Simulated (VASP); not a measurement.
Here is the system:

```
Al3Ti
1.0
   -1.91111     1.91111     4.28067
    1.91111    -1.91111     4.28067
    1.91111     1.91111    -4.28067
Ti Al
1 3
Direct
  0.00000   0.00000   0.00000
  0.50000   0.50000   0.00000
  0.75000   0.25000   0.50000
  0.25000   0.75000   0.50000
```

These are PBE GGA, VASP's PBE PAW potentials (set 64) (plane waves; VASP 6.6.1) values and carry that method's errors. Numerical set-up: 300 eV cut-off, 12×12×12 Γ-centred mesh, Fermi-Dirac smearing of 0.10 eV, potentials Ti_sv Al.

At this cut-off the stress carries a Pulay error, which pulls relaxed volumes low.

Task: Predict the energy per atom (σ→0), pressure, band gap (on the k-mesh) with the smallest direct gap where there is one.

Result: 
```yaml
band gap (on the k-mesh): none (metal, semimetal or under 0.01 eV)
energy per atom (σ→0): -5.158 eV/atom
pressure: 2.01 GPa
```

Only differences to runs with the same potentials and settings are physical.

The structure comes from a computed database's TiAl3 entry (I4/mmm); how it stands against other phases isn't given here. The cell was not relaxed at this level. The electron count is odd and the run is not spin-polarised, which forces a metal.
